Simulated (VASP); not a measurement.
Output of a VASP run:

**OSZICAR**
```
       N       E                     dE             d eps       ncg     rms          rms(c)
DAV:   1     0.141245189574E+03    0.14125E+03   -0.10046E+04  1120   0.103E+03
DAV:   2    -0.214938839887E+02   -0.16274E+03   -0.16035E+03  1430   0.296E+02
DAV:   3    -0.274388132528E+02   -0.59449E+01   -0.59223E+01  1344   0.578E+01
DAV:   4    -0.275216985174E+02   -0.82885E-01   -0.82756E-01  1468   0.702E+00
DAV:   5    -0.275229834179E+02   -0.12849E-02   -0.12848E-02  1387   0.866E-01    0.233E+01
DAV:   6    -0.262679609685E+02    0.12550E+01   -0.98377E+00  1249   0.209E+01    0.968E+00
DAV:   7    -0.260664928038E+02    0.20147E+00   -0.25773E+00  1245   0.906E+00    0.522E+00
DAV:   8    -0.259919333568E+02    0.74559E-01   -0.36225E-01  1262   0.419E+00    0.102E+00
DAV:   9    -0.259907930611E+02    0.11403E-02   -0.12744E-02  1392   0.800E-01    0.391E-01
DAV:  10    -0.259902214622E+02    0.57160E-03   -0.48083E-03  1246   0.556E-01    0.723E-02
DAV:  11    -0.259901821044E+02    0.39358E-04   -0.67630E-04  1141   0.196E-01    0.594E-02
DAV:  12    -0.259901818890E+02    0.21547E-06   -0.81609E-05  1281   0.709E-02    0.180E-02
DAV:  13    -0.259901803039E+02    0.15850E-05   -0.19627E-05  1244   0.303E-02    0.563E-03
DAV:  14    -0.259901802174E+02    0.86582E-07   -0.20503E-06   773   0.948E-03
   1 F= -.25990180E+02 E0= -.25989986E+02  d E =-.388711E-03
```

**OUTCAR**
```
------------------------ aborting loop because EDIFF is reached ----------------------------------------
  FORCE on cell =-STRESS in cart. coord.  units (eV):
  Direction    XX          YY          ZZ          XY          YZ          ZX
  --------------------------------------------------------------------------------------
  Total       -5.1185311     -5.1185254     -5.5017973     -0.0000000      0.0000000      0.0000000
  in kB     -143.8811183   -143.8809580   -154.6546706     -0.0000000      0.0000000      0.0000000
  external PRESSURE =    -147.4722490 kB  Pullay stress =       0.0000000 kB
  volume of cell :       57.00
      direct lattice vectors                 reciprocal lattice vectors
     1.619749000  0.935162000  6.271426000     0.308689803  0.178222240  0.053151123
    -1.619749000  0.935162000  6.271426000    -0.308689803  0.178222240  0.053151123
     0.000000000 -1.870324000  6.271426000     0.000000000 -0.356444481  0.053151123
 POSITION                                       TOTAL-FORCE (eV/Angst)
 -----------------------------------------------------------------------------------
      0.00000      0.00000      0.00000         0.000000      0.000000      0.004929
      0.00000      0.00000     14.15398         0.000000      0.000000     -1.515402
      0.00000      0.00000     10.93110         0.000000      0.000000      1.510473
 -----------------------------------------------------------------------------------
    total drift:                                0.000000      0.000014     -0.000126
  FREE ENERGIE OF THE ION-ELECTRON SYSTEM (eV)
  ---------------------------------------------------
  free  energy   TOTEN  =       -25.9901802174 eV

  energy  without entropy=      -25.9897915065  energy(sigma->0) =      -25.98998586
```
(Selected blocks of OUTCAR.)

POSCAR:
```
WS2
1
    1.6197490000     0.9351620000     6.2714260000
   -1.6197490000     0.9351620000     6.2714260000
    0.0000000000    -1.8703240000     6.2714260000
W S
1 2
Direct
  0.0000000000   0.0000000000   0.0000000000
  0.7523000000   0.7523000000   0.7523000000
  0.5810000000   0.5810000000   0.5810000000
```

Q: Reconstruct the remaining input files.

A: Several could match; the one computed here: the input of the run itself, LDA (Ceperley-Alder, Perdew-Zunger), plane waves, VASP's LDA PAW potentials (set 64).

File KPOINTS:
```
K-points
0
Gamma
6 6 6
0 0 0
```

**INCAR**
```
ALGO = Normal
EDIFF = 1E-6
ENCUT = 300
ISIF = 2
ISMEAR = -1
LASPH = .TRUE.
LCHARG = .FALSE.
LMAXMIX = 6
LREAL = .FALSE.
LWAVE = .FALSE.
NELM = 100
PREC = Accurate
SIGMA = 0.1
SYSTEM = WS2
```

POTCAR, in this order: W_sv S (LDA.64 set). Program: vasp_std.

At this cut-off the stress carries a Pulay error, which pulls relaxed volumes low.

The structure was generated: WS2 was put into an ordered model structure, which need not be its known phase. The cell was not relaxed at this level.
